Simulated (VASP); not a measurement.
Consider the following.

```xyz
1
Lattice="0.0000 2.1169 2.1169 2.1169 0.0000 2.1169 2.1169 2.1169 0.0000" Properties=species:S:1:pos:R:3 pbc="T T T"
Au     0.0000     0.0000     0.0000
```

Computed with PBE GGA, VASP's PBE PAW potentials (set 64) (plane waves; VASP). Run with 300 eV cut-off, 18×18×18 Γ-centred mesh, Gaussian smearing of 0.10 eV, potentials Au.

At this cut-off the stress carries a Pulay error, which pulls relaxed volumes low.

Problem. Give the stress tensor in GPa (positive for a compressed cell).

Solution. 
```
-7.30   0.00   0.00
 0.00  -7.30   0.00
 0.00   0.00  -7.30
```
The pressure is its mean diagonal, -7.30 GPa.

The structure comes from a computed database's Au entry; how it stands against other phases isn't given here. The cell was not relaxed at this level.
